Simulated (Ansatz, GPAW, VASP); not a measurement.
Code comparison for CoGe (P2_13, 8 atoms in the cell)

Self-consistent single point.

```
CELL_PARAMETERS angstrom
      4.57947     0.00000     0.00000
      0.00000     4.57947     0.00000
      0.00000     0.00000     4.57947
ATOMIC_POSITIONS crystal
  Co 0.13683 0.13683 0.13683
  Co 0.36317 0.86317 0.63683
  Co 0.63683 0.36317 0.86317
  Co 0.86317 0.63683 0.36317
  Ge 0.83981 0.83981 0.83981
  Ge 0.66019 0.16019 0.33981
  Ge 0.33981 0.66019 0.16019
  Ge 0.16019 0.33981 0.66019
```

Shared settings, as Ansatz (an electronic-structure program) writes them: kpoints.mp_grid.grid = 3 3 3; scf.occupations.method = gaussian; scf.occupations.width = 0.1 eV. Potentials and cutoffs stand in the table.

```tsv
code	model	pressure (GPa)	largest force (eV/Å)	cutoff
Ansatz	PBEsol, default PAW files made with PBE	-1.31	0.034	420 eV
VASP	PBEsol, VASP's PBE PAW potentials (set 64)	-2.36	0.040	300 eV
GPAW	PBEsol, GPAW PAW datasets PBEsol (made by gpaw-setup)	-0.32	0.064	850 eV
```

Size of the force on each atom (eV/Å): Sizes of forces hide their directions.

```tsv
code	Co1	Co2	Co3	Co4	Ge5	Ge6	Ge7	Ge8
Ansatz	0.034	0.034	0.034	0.034	0.006	0.006	0.006	0.006
VASP	0.040	0.040	0.040	0.040	0.004	0.004	0.004	0.004
GPAW	0.064	0.064	0.064	0.064	0.022	0.022	0.022	0.022
```

On Ansatz's run: spin polarisation is off.

The spread over the programs that give each value: pressure within 2.04 GPa; largest force within 0.030 eV/Å.

Ansatz's pressure is given at a fixed set of plane waves, as the other plane-wave codes print theirs; with its correction for the finite basis it is -1.21 GPa. In the pressure, VASP (by 1.05) lies more than 1 GPa from the median of the plane-wave programs.

On the base mesh (5 5 5) the same programs gave: GPAW pressure -0.35 GPa; Ansatz pressure -1.35 GPa; VASP pressure -2.45 GPa.

VASP's run is marked for a possible Pulay error in its stress at this cutoff; no cutoff test was made.

The starting cell comes from a database of computed structures (which also holds hypothetical and non-ambient phases and stackings), without a prior relaxation at this level.

Left out of this page: CP2K (on another mesh); Elk (not drawn, or without a comparable value).

Keys are those of Ansatz 0.2.
